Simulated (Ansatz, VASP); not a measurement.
**Two plane-wave programs on SiP7**

```
Si P
1.0
     3.46320    1.99948    3.19315
    -3.46320    1.99948    3.19315
     0.00000   -3.99896    3.19315
Si P
1 7
Cartesian
  0.0000 0.0000 0.1591
  1.7173 -0.9915 3.2411
  0.0000 0.0000 5.2790
  -1.7173 -0.9915 3.2411
  0.0000 1.9830 3.2411
  -1.7080 0.9861 2.1213
  1.7080 0.9861 2.1213
  0.0000 -1.9723 2.1213
```

Alike in both runs: functional PBE; k mesh 6 × 6 × 6; occupations gaussian, width 0.1 eV; no spin polarisation.

Ansatz relaxed the structure, and its values are those at the end. VASP's run is a single point on that final structure, the one shown.

|  | VASP | Ansatz |
| --- | --- | --- |
| version | VASP 6.6.1 | Ansatz 0.2.0 |
| potentials or method | VASP PAW PBE potentials, release 64 (Si, P) | scalar-relativistic, plane waves, PAW |
| plane-wave cutoff (eV) | 520 | 420 |
| valence electrons in the cell | 39 | 39 |

```tsv
	VASP	Ansatz	Ansatz less VASP
gap on the k mesh at the Fermi level (eV)	none	none	-
pressure (GPa)	-0.2	0.0	+0.25
rms of the force components (eV/Å)	0.028	0.002	-0.0261
```

A gap of «none» marks a metal or a gap that the smearing closes.
